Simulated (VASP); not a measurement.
# A VASP study of Cr2B (r2SCAN): structure first, properties next

Aim: relax Cr2B, then compute properties on the relaxed cell. The steps: full relaxation (r2SCAN), density, ELF and potential (r2SCAN), bands along the symmetry lines (r2SCAN), density of states (r2SCAN) and electric field gradients (r2SCAN). The start is a computed cell from the Materials Project.

Program: VASP 6.6.1. Level of theory: r2SCAN, spin-polarised from a ferromagnetic start; plane waves and PAW (Cr_pv, B). Results are calculated unless marked as measured.

This is a report of a sequence of runs, with most program output left out.

### 1. Starting point

Before any relaxation, the start is as follows. It takes space group Fddd (No. 70, orthorhombic). The conventional cell has a = 4.189 Å, b = 7.297 Å, c = 14.506 Å, α = 90.00°, β = 90.00°, γ = 90.00°. Nearest to Cr lie 4 B at 2.18 to 2.19 Å and 3 Cr at 2.40 to 2.43 Å. Nearest to Cr lie 4 B at 2.18 to 2.19 Å and 3 Cr at 2.41 to 2.43 Å. B has 2 B at 2.10 Å and 8 Cr at 2.18 to 2.19 Å nearest. Farther neighbours are not listed.

Coordinates:

```cif
data_structure
_symmetry_space_group_name_H-M 'P 1'
_symmetry_Int_Tables_number 1
_cell_length_a 4.1892
_cell_length_b 4.2072
_cell_length_c 7.5496
_cell_angle_alpha 82.061
_cell_angle_beta 106.108
_cell_angle_gamma 119.858
_cell_volume 110.87
loop_
_atom_site_label
_atom_site_type_symbol
_atom_site_fract_x
_atom_site_fract_y
_atom_site_fract_z
_atom_site_occupancy
Cr1 Cr 0.16713 0.50000 0.33426 1
Cr2 Cr 0.58287 0.00000 0.16574 1
Cr3 Cr 0.58484 0.16967 0.50000 1
Cr4 Cr 0.41713 0.00000 0.83426 1
Cr5 Cr 0.16516 0.33033 0.00000 1
Cr6 Cr 0.91516 0.83033 0.50000 1
Cr7 Cr 0.33287 0.50000 0.66574 1
Cr8 Cr 0.83484 0.66967 0.00000 1
B9 B 0.12565 0.00000 0.25130 1
B10 B 0.87565 0.50000 0.75130 1
B11 B 0.87435 0.00000 0.74870 1
B12 B 0.62435 0.50000 0.24870 1
```

### 2. Full relaxation (r2SCAN)

Properties are meant for the cell that this level of theory prefers, so cell and atoms are relaxed first (ISIF = 3) until forces and stress are small; EDIFFG sets the threshold. r2SCAN adds the kinetic-energy density, costs more than a GGA and is run with LASPH.

INCAR

```
SYSTEM = Cr2B
PREC = Accurate
ENCUT = 420
EDIFF = 1E-06
NELM = 100
ISMEAR = 1
SIGMA = 0.2
LREAL = .FALSE.
ALGO = Normal
METAGGA = R2SCAN
LASPH = .TRUE.
NBANDS = 86
ISPIN = 2
MAGMOM = 3 3 3 3 3 3 3 3 0 0 0 0
LMAXMIX = 4
LORBIT = 11
LWAVE = .FALSE.
LCHARG = .FALSE.
KPAR = 8
IBRION = 2
NSW = 60
ISIF = 3
EDIFFG = -0.01
```

POSCAR

```
Cr2B
1.0
    4.1891535314      0.0000000000      0.0000000000
   -2.0945767657     -3.6487131700      0.0000000000
   -2.0945767657      0.0000000000     -7.2531816194
Cr B
8 4
Direct
    0.1671285400      0.5000000000      0.3342570800
    0.5828714600      0.0000000000      0.1657429200
    0.5848351600      0.1696703200      0.5000000000
    0.4171285400      0.0000000000      0.8342570800
    0.1651648400      0.3303296800      0.0000000000
    0.9151648400      0.8303296800      0.5000000000
    0.3328714600      0.5000000000      0.6657429200
    0.8348351600      0.6696703200      0.0000000000
    0.1256517200      0.0000000000      0.2513034400
    0.8756517200      0.5000000000      0.7513034400
    0.8743482800      0.0000000000      0.7486965600
    0.6243482800      0.5000000000      0.2486965600
```

KPOINTS

```
Automatic mesh
0
Gamma
6 6 6
0 0 0
```

The projector-augmented-wave data sets are Cr_pv and B (PBE family, release 64).

The run is started by

```console
mpirun -np 8 vasp_std
```

Elapsed: 10 min, on 8 MPI ranks of Intel Xeon 6975P-C (Granite Rapids), shared host; peak memory 4.4 GiB.

The moments of the start collapse, so the state is non-magnetic; other starts or orders were not tried. The PAW data sets were made with PBE, which is usual practice but a small mismatch for other functionals. The run keeps the 8 symmetry operations of its start, so it cannot find a distortion of lower symmetry.

Relaxation path:

```tsv
step	energy less that of the first step (eV)	largest force (eV/Å)	pressure (GPa)	volume (Å³)
1	0.0000	0.0180	-0.76	110.87
2	0.0010	0.0113	1.31	110.16
3	-0.0007	0.0094	0.05	110.58
```

```tsv
conventional cell, symmetrised	before	after	change
a (Å)	4.189	4.185	-0.1 %
b (Å)	7.297	7.290	-0.1 %
c (Å)	14.506	14.498	-0.1 %
volume (Å³/atom)	9.24	9.22	-0.3 %
```

The relaxed structure:

```cif
data_structure
_symmetry_space_group_name_H-M 'P 1'
_symmetry_Int_Tables_number 1
_cell_length_a 4.1853
_cell_length_b 4.2029
_cell_length_c 7.5448
_cell_angle_alpha 82.062
_cell_angle_beta 106.103
_cell_angle_gamma 119.861
_cell_volume 110.58
loop_
_atom_site_label
_atom_site_type_symbol
_atom_site_fract_x
_atom_site_fract_y
_atom_site_fract_z
_atom_site_occupancy
Cr1 Cr 0.16714 0.50000 0.33428 1
Cr2 Cr 0.58286 0.00000 0.16572 1
Cr3 Cr 0.58488 0.16977 0.50000 1
Cr4 Cr 0.41714 0.00000 0.83428 1
Cr5 Cr 0.16512 0.33023 0.00000 1
Cr6 Cr 0.91512 0.83023 0.50000 1
Cr7 Cr 0.33286 0.50000 0.66572 1
Cr8 Cr 0.83488 0.66977 0.00000 1
B9 B 0.12565 0.00000 0.25130 1
B10 B 0.87565 0.50000 0.75130 1
B11 B 0.87435 0.00000 0.74870 1
B12 B 0.62435 0.50000 0.24870 1
```

This step gave:

```yaml
electrons: 108
bands: 86
irreducible_k_points: 46
symmetry_operations: 8
free_energy_toten: -152.4508 eV
fermi_energy: 10.98 eV
pressure: 0.05464 GPa
metallic: yes
scf_cycles_over_all_ionic_steps: 40
```

The spin moment in the PAW sphere vanishes on all atoms.

It ends with a largest force of 0.009 eV/Å and a pressure of 0.05 GPa.

### 3. Density, ELF and potential (r2SCAN)

The relaxed cell gets a fresh self-consistent run, on a basis set for its own volume, to fix the density and to check the remaining stress.

INCAR, as its differences from that of step 2:

```diff
@@ -17,7 +17,5 @@
 LWAVE = .FALSE.
-LCHARG = .FALSE.
-KPAR = 8
-IBRION = 2
-NSW = 60
-ISIF = 3
-EDIFFG = -0.01
+LCHARG = .TRUE.
+ISIF = 2
+LELF = .TRUE.
+LVHAR = .TRUE.
```

POSCAR

```
Cr2B
1.0
    4.1853373751      0.0000000000      0.0000000000
   -2.0926686876     -3.6449280048      0.0000000000
   -2.0926686876      0.0000000000     -7.2488054813
Cr B
8 4
Direct
    0.1671404134      0.5000000000      0.3342808267
    0.5828595866      0.0000000000      0.1657191733
    0.5848827994      0.1697655988      0.5000000000
    0.4171404134      0.0000000000      0.8342808267
    0.1651172006      0.3302344012      0.0000000000
    0.9151172006      0.8302344012      0.5000000000
    0.3328595866      0.5000000000      0.6657191733
    0.8348827994      0.6697655988      0.0000000000
    0.1256496902      0.0000000000      0.2512993805
    0.8756496902      0.5000000000      0.7512993805
    0.8743503098      0.0000000000      0.7487006195
    0.6243503098      0.5000000000      0.2487006195
```

KPOINTS is that of step 2.

The run is started by

```console
mpirun -np 8 vasp_std
```

Run time: 5.1 min. Hardware: 8 MPI ranks; peak memory 1.5 GiB.

With spin, VASP writes an ELF for each channel.

This step gave:

```
SCF cycles                                        : 22
bands                                             : 88
free energy (TOTEN)                               : -152.4490 eV
pressure                                          : 0.04692 GPa
moment of the cell, from the last line of the log : 0 μB
```

Valence electrons inside each PAW sphere by angular momentum. Sphere charges, by row:

```tsv
atom	s (e)	p (e)	d (e)	tot (e)
Cr1	0.604	6.482	4.249	11.34
Cr2	0.604	6.482	4.249	11.34
Cr3	0.604	6.484	4.25	11.34
Cr4	0.604	6.482	4.249	11.34
Cr5	0.604	6.484	4.25	11.34
Cr6	0.604	6.484	4.25	11.34
Cr7	0.604	6.482	4.249	11.34
Cr8	0.604	6.484	4.25	11.34
B9	0.719	1.201	0	1.92
B10	0.719	1.201	0	1.92
B11	0.719	1.201	0	1.92
B12	0.719	1.201	0	1.92
```

ELF of down spins in the bc plane of the conventional cell at fractional x = 0.000, with atoms of Cr and B within 0.2 Å of it. It is the smooth field of the valence electrons, not physical close to the nuclei.

Ten even steps from '0' (0.11) to '9' (0.65), each cell a mean:
```
42212123233223121123
96322451210213532248
16866773221225866783
47843345322245433685
97532234455543223468
43235532234223554223
43234432345323443224
45542235899963223454
22465447831685346522
02158656854775677221
12133222378422224122
33431300323220221433
32231211234221212323
02135322489632245121
12258667831686677322
22454336854784334532
55432234689753223445
42235542234323553223
53234432244323443234
99632234544554223589
16853465222246544783
47756772210215865685
84222241221213322237
32202214333343130032
```
Columns run along b (7.3 Å), rows up along c (14.5 Å), edges of the conventional cell, whose origin can differ from the input's. Atoms in or near the plane, at fractional coordinates: Cr at (0.50, 0.92), Cr at (0.00, 0.42), Cr at (0.50, 0.08), Cr at (0.00, 0.58), Cr at (0.83, 0.00), Cr at (0.33, 0.50), Cr at (0.67, 0.50), Cr at (0.17, 0.00), B at (0.50, 0.37), B at (0.00, 0.87), B at (0.50, 0.63), B at (0.00, 0.13).

Electrostatic potential energy in the bc plane of the conventional cell at fractional x = 0.000, with atoms of Cr and B within 0.2 Å of it. With pseudopotentials it is smooth inside the atoms' cores, unlike the true potential.

Ten even steps from '0' (-55 eV) to '9' (0 eV), each cell a mean:
```
96202699865799831148
88878998300169987788
75899998511379999966
66999999988899999975
99999999999999999999
99999999999999999999
99999999999999999999
99999999988999999999
67999999667589999986
02699999756699999840
03799766799865689841
78997200379510059998
57998311489620269986
01699877888887899830
13799999667589999851
88999999756699999998
99999999999999999999
99999999999999999999
99999999999999999999
89999999999999999998
75899999866799999966
66999998400269999975
98656898410379976679
95100599987899720037
```
Columns run along b (7.3 Å; values clipped at the 3rd and 97th percentile), rows up along c (14.5 Å), edges of the conventional cell, whose origin can differ from the input's. Atoms in or near the plane, at fractional coordinates: Cr at (0.50, 0.92), Cr at (0.00, 0.42), Cr at (0.50, 0.08), Cr at (0.00, 0.58), Cr at (0.83, 0.00), Cr at (0.33, 0.50), Cr at (0.67, 0.50), Cr at (0.17, 0.00), B at (0.50, 0.37), B at (0.00, 0.87), B at (0.50, 0.63), B at (0.00, 0.13).

Valence density in the bc plane of the conventional cell at fractional x = 0.000, with atoms of Cr and B within 0.2 Å of it. It is the smooth field of the valence electrons, not physical close to the nuclei.

Ten steps, logarithmic in the rise over the least value, from '_' (0.29 × 1e0 e/Å³) to '@' (9.65 × 1e0 e/Å³), each cell a mean:
```
::++%%@@%%==____::++++==..__::##@@@@**::
--::----::..__::**@@@@%%==____::----::::
::--::........::**%%@@##--........::----
----::....::......::--::....::::....::--
::::..__....__________________..____..::
......__________..........__________....
....____________........____________....
________........::::--::..........______
++--....::::..::----::--::....::....::++
@@%%==..........::------::........::**@@
@@##--____--++++--::::::==++==..__..**%%
--::____--%%@@@@##--::++@@@@@@++____..--
++==..__::##@@@@**::::++%%@@%%==____::++
@@%%==____::----::::--::----::..__::**@@
@@##--........::----::--::........::**%%
--::....::::....::------::....::......::
__________..____..::::::..__....________
......__________..........__________....
....____________........____________....
--::..........______________........::::
::--::....::....::++++--....::::..::----
----::........::**@@@@%%==..........::--
::::==++==..__..**%%@@##--____--++++--::
::++@@@@@@++____..----::____--%%@@@@##--
```
Columns run along b (7.3 Å), rows up along c (14.5 Å), edges of the conventional cell, whose origin can differ from the input's. Atoms in or near the plane, at fractional coordinates: Cr at (0.50, 0.92), Cr at (0.00, 0.42), Cr at (0.50, 0.08), Cr at (0.00, 0.58), Cr at (0.83, 0.00), Cr at (0.33, 0.50), Cr at (0.67, 0.50), Cr at (0.17, 0.00), B at (0.50, 0.37), B at (0.00, 0.87), B at (0.50, 0.63), B at (0.00, 0.13).

In this run the pressure is 0.05 GPa, small enough to go on.

### 4. Bands along the symmetry lines (r2SCAN)

The mesh alone shows little of the dispersion and can miss band extrema, so KPOINTS_OPT adds a path through the symmetry points after the self-consistent cycle.

INCAR, as its differences from that of step 3:

```diff
@@ -11,3 +11,3 @@
 LASPH = .TRUE.
-NBANDS = 86
+NBANDS = 102
 ISPIN = 2
@@ -17,5 +17,3 @@
 LWAVE = .FALSE.
-LCHARG = .TRUE.
-ISIF = 2
-LELF = .TRUE.
-LVHAR = .TRUE.
+LCHARG = .FALSE.
+KPAR = 8
```

POSCAR is that of step 3.

KPOINTS is that of step 3.

KPOINTS_OPT

```
Line mode
12
Line-mode
Reciprocal
  0.00000000   0.00000000   0.00000000 GAMMA
  0.00000000  -0.50000000   0.00000000 Y

  0.00000000  -0.50000000   0.00000000 Y
  0.00000000  -0.50000000  -0.50000000 T

  0.00000000  -0.50000000  -0.50000000 T
  0.00000000   0.00000000  -0.50000000 Z

  0.00000000   0.00000000  -0.50000000 Z
  0.00000000   0.00000000   0.00000000 GAMMA

  0.00000000   0.00000000   0.00000000 GAMMA
  0.70648500  -0.35324250  -0.35324250 X

  0.70648500  -0.35324250  -0.35324250 X
  0.37685780  -0.68842890  -0.18842890 A1

  0.37685780  -0.68842890  -0.18842890 A1
  0.00000000  -0.50000000   0.00000000 Y

  0.00000000  -0.50000000  -0.50000000 T
  0.29351500  -0.64675750  -0.64675750 X1

  0.70648500  -0.35324250  -0.35324250 X
  0.62314220  -0.31157110  -0.81157110 A

  0.62314220  -0.31157110  -0.81157110 A
  0.00000000   0.00000000  -0.50000000 Z

  0.50000000  -0.50000000  -0.50000000 L
  0.00000000   0.00000000   0.00000000 GAMMA
```

The run is started by

```console
mpirun -np 8 vasp_std
```

Run time: 9.1 min. Hardware: 8 MPI ranks; peak memory 8 GiB.

The cell is typed on its shortest vectors, so the axes of tensors and the coordinates of k-points follow the printed cell and not the standard setting.

Numbers from this step:

```yaml
bands: 102
pressure: 0.04696 GPa
```

Both spin channels agree. Electronic bands along the path, in eV, zero at the Fermi level; # counts the bands kept:

```tsv
point	#25	#26	#27	#28	#29	#30	#31	#32
Γ	-0.38	-0.36	-0.30	-0.20	-0.13	0.01	0.11	0.19
0.45 of the way	-0.91	-0.83	-0.34	-0.13	0.33	0.35	0.53	0.54
Y	-1.17	-1.17	-0.40	-0.40	0.59	0.59	1.23	1.23
0.45 of the way	-0.82	-0.82	-0.09	-0.09	0.49	0.49	1.14	1.14
T	-0.61	-0.61	0.34	0.34	0.36	0.36	1.16	1.16
0.55 of the way	-0.93	-0.93	0.00	0.00	0.40	0.40	0.58	0.58
Z	-0.38	-0.38	-0.12	-0.12	0.12	0.12	0.25	0.25
0.45 of the way	-0.47	-0.30	-0.18	-0.12	0.08	0.09	0.11	0.21
Γ	-0.38	-0.36	-0.30	-0.20	-0.13	0.01	0.11	0.19
0.45 of the way	-0.85	-0.41	-0.20	-0.10	0.25	0.25	0.35	0.48
X	-1.14	-0.76	-0.60	0.17	0.27	0.53	0.72	0.93
0.55 of the way	-0.91	-0.85	-0.29	-0.16	0.09	0.24	0.53	0.99
A1	-0.91	-0.91	-0.20	-0.20	0.05	0.05	0.60	0.60
0.45 of the way	-0.82	-0.82	-0.15	-0.15	0.28	0.28	0.58	0.58
Y	-1.17	-1.17	-0.40	-0.40	0.59	0.59	1.23	1.23
jump to T	-0.61	-0.61	0.34	0.34	0.36	0.36	1.16	1.16
0.45 of the way	-1.24	-0.21	-0.03	0.18	0.38	0.50	0.86	0.98
X1	-1.14	-0.76	-0.60	0.17	0.27	0.53	0.72	0.93
jump to X	-1.14	-0.76	-0.60	0.17	0.27	0.53	0.72	0.93
0.55 of the way	-1.07	-0.55	-0.51	0.05	0.34	0.43	0.51	0.55
A	-0.91	-0.91	-0.20	-0.20	0.05	0.05	0.60	0.60
0.45 of the way	-0.56	-0.56	-0.31	-0.31	0.11	0.11	0.57	0.57
Z	-0.38	-0.38	-0.12	-0.12	0.12	0.12	0.25	0.25
jump to L	-1.01	-0.65	-0.23	-0.15	0.00	0.33	0.58	0.78
0.45 of the way	-0.75	-0.43	-0.26	-0.08	0.01	0.24	0.51	0.68
Γ	-0.38	-0.36	-0.30	-0.20	-0.13	0.01	0.11	0.19
```

Of the projections kept (Cr, B), the largest for each band there; the rest of the weight can lie on other orbitals:

```tsv
point	#25	#26	#27	#28	#29	#30	#31	#32
Γ	Cr 1.00	Cr 1.00	Cr 0.99	Cr 0.99	Cr 0.99	Cr 0.99	Cr 1.00	Cr 0.99
Y	Cr 0.98	Cr 0.98	Cr 0.93	Cr 0.93	Cr 0.99	Cr 0.99	Cr 0.98	Cr 0.98
T	Cr 0.95	Cr 0.95	Cr 0.99	Cr 0.99	Cr 0.98	Cr 0.98	Cr 0.95	Cr 0.95
Z	Cr 0.99	Cr 0.99	Cr 1.00	Cr 1.00	Cr 0.99	Cr 0.99	Cr 0.99	Cr 0.99
Γ	Cr 1.00	Cr 1.00	Cr 0.99	Cr 0.99	Cr 0.99	Cr 0.99	Cr 1.00	Cr 0.99
X	Cr 0.95	Cr 0.99	Cr 0.95	Cr 0.93	Cr 0.99	Cr 0.96	Cr 0.96	Cr 0.99
```

There is no gap at this level.

### 5. Density of states (r2SCAN)

Here the states are counted by energy and projected on the atoms. The mesh is finer than in the run before.

INCAR, as its differences from that of step 4:

```diff
@@ -5,3 +5,3 @@
 NELM = 100
-ISMEAR = 1
+ISMEAR = -5
 SIGMA = 0.2
@@ -19 +19,2 @@
 KPAR = 8
+NEDOS = 2001
```

POSCAR is that of step 4.

KPOINTS

```
Automatic mesh
0
Gamma
9 9 9
0 0 0
```

The run is started by

```console
mpirun -np 8 vasp_std
```

Wall time 12 min (8 MPI ranks); peak memory 9.8 GiB.

With tetrahedra the forces and stress of a metal are not exact derivatives of the energy.

Numbers from this step:

```yaml
irreducible_k_points: 125
free_energy_toten: -152.4352 eV
pressure: 0.1368 GPa
dos_at_the_fermi_level: 8.858 states/eV/cell
```

The density of states has structure finer than the step of the table below, so its rows give means over 0.5 eV, whole bins alone (the curve runs from -12.0 to 1.21 eV). Peaks (eV: height): total -3.29: 13.3, -3.09: 14.6, -2.49: 21.1, -0.13: 11.4; Cr d -2.49: 14.7, -1.95: 9.76, -0.13: 9.91, 0.81: 10.2; Cr p -3.56: 0.845, -3.29: 1.16, -3.09: 1.29, -2.49: 1.58; B p -3.70: 1.34, -3.56: 1.39, -3.29: 1.89, -3.09: 1.36; Cr s -6.39: 1.05, -5.79: 1.34, -5.45: 1.26, -4.71: 0.867.

States under -12.0 eV and over 1.2 eV are left out; both spin channels agree and are summed. Density of states against energy, zero at the Fermi level; means over each step; values in states/eV/cell:

```tsv
energy (eV)	total	Cr d	Cr p	B p	Cr s
-11.5	1.01	0.0542	0.0471	0.0145	0.275
-11.0	1.71	0.107	0.123	0.0320	0.363
-10.5	2.38	0.184	0.212	0.0631	0.387
-10.0	1.98	0.196	0.189	0.0893	0.261
-9.5	1.30	0.173	0.115	0.0950	0.153
-9.0	1.32	0.208	0.109	0.124	0.150
-8.5	1.14	0.211	0.0897	0.132	0.119
-8.0	1.10	0.231	0.0827	0.149	0.110
-7.5	1.05	0.242	0.0713	0.164	0.130
-7.0	1.72	0.392	0.105	0.293	0.362
-6.5	2.58	0.532	0.171	0.437	0.819
-6.0	3.33	0.827	0.249	0.497	1.03
-5.5	4.75	1.56	0.336	0.706	1.12
-5.0	3.59	1.40	0.254	0.561	0.657
-4.5	4.78	2.01	0.384	0.766	0.692
-4.0	6.16	3.11	0.441	0.912	0.607
-3.5	9.69	5.36	0.768	1.36	0.510
-3.0	12.0	7.51	1.01	1.13	0.383
-2.5	18.3	12.7	1.36	1.04	0.438
-2.0	12.3	8.90	0.958	0.485	0.329
-1.5	6.69	5.05	0.506	0.203	0.155
-1.0	7.15	5.77	0.458	0.123	0.117
-0.5	8.17	6.97	0.367	0.0837	0.135
0.0	9.49	8.33	0.272	0.119	0.150
0.5	8.33	7.55	0.0913	0.124	0.120
```

The finer mesh and the other smearing move the Fermi level by +0.00 eV from the 6×6×6 run, a small shift, which tests the Fermi level alone. Of the states within 0.3 eV of the Fermi level, the largest shares in the PAW spheres are Cr d 88 %. The rest lies in smaller channels or between the spheres.

### 6. Electric field gradients (r2SCAN)

Field gradients probe how far the charge around each nucleus departs from cubic symmetry; LASPH keeps the non-spherical terms inside the spheres.

INCAR

```
SYSTEM = Cr2B
PREC = Accurate
ENCUT = 420
EDIFF = 1E-07
NELM = 100
ISMEAR = 1
SIGMA = 0.2
LREAL = .FALSE.
ALGO = Normal
METAGGA = R2SCAN
LASPH = .TRUE.
NBANDS = 86
ISPIN = 2
MAGMOM = 3 3 3 3 3 3 3 3 0 0 0 0
LMAXMIX = 4
LORBIT = 11
LWAVE = .FALSE.
LCHARG = .FALSE.
KPAR = 8
LEFG = .TRUE.
```

POSCAR is that of step 5.

KPOINTS

```
Automatic mesh
0
Gamma
6 6 6
0 0 0
```

The run is started by

```console
mpirun -np 8 vasp_std
```

Wall time 4.7 min (8 MPI ranks); peak memory 4.5 GiB.

This step gave:

* SCF cycles: 25
* bands: 86
* irreducible k-points: 46
* free energy (TOTEN): -152.4490 eV
* pressure: 0.05023 GPa

Electric field gradients, by row:

```tsv
atom	Vxx (V/Å²)	Vyy (V/Å²)	Vzz (V/Å²)	asymmetry
Cr1	-7.579	-3.876	11.46	0.323
Cr2	-7.579	-3.876	11.46	0.323
Cr3	-10.05	-8.765	18.82	0.069
Cr4	-7.579	-3.876	11.46	0.323
Cr5	-10.05	-8.765	18.82	0.069
Cr6	-10.06	-8.765	18.82	0.069
Cr7	-7.579	-3.876	11.46	0.323
Cr8	-10.06	-8.765	18.82	0.069
B9	-6.293	-5.911	12.2	0.031
B10	-6.292	-5.909	12.2	0.031
B11	-6.292	-5.909	12.2	0.031
B12	-6.293	-5.911	12.2	0.031
```

The largest gradient, 18.82 V/Å², sits on Cr6 and like sites; times the quadrupole moment of a nucleus that has one, it gives the coupling that NMR and NQR see.

### 7. Results

```json
{"relaxed volume": "9.215 Å³/atom", "relaxed conventional cell a, b, c": "4.185, 7.290, 14.498 Å", "space group after relaxing, within 0.02 Å": "Fddd (No. 70)", "moment of the cell (9×9×9 mesh)": "0 μB", "band gap": "none, a metal", "DOS at the Fermi level": "8.86 states/eV/cell", "largest field gradient Vzz": "18.82 V/Å² on Cr6"}
```

**Reading.** With r2SCAN, Cr2B relaxes to 9.215 Å³/atom in space group Fddd, comes out as a metal and loses the moments it was started with. Bands along the symmetry lines (r2SCAN): Of the bands kept, 4 cross the Fermi level on this path. Only the typed magnetic starts were tried, so the magnetic ground state may differ and with it the other results. No search among competing phases was made, and a listed structure need not be the one stable at ambient conditions. All values are for a static lattice at zero temperature.

[Lines on the potential files, build, host, timing and source positions are cut from VASP's logs without a mark.]

[Logs are printed without paths, hosts, clocks, repeated set-up lines and the standing remarks that a program may print on its own settings, such as how far it seeks lower states.]

[Hosts, paths, dates, database ids (printed as entryN), source tags and the programs' standing remarks are cut or masked in the printed files.]

[A measured line is paired with the nearest computed mode of its activity, which favours agreement.]
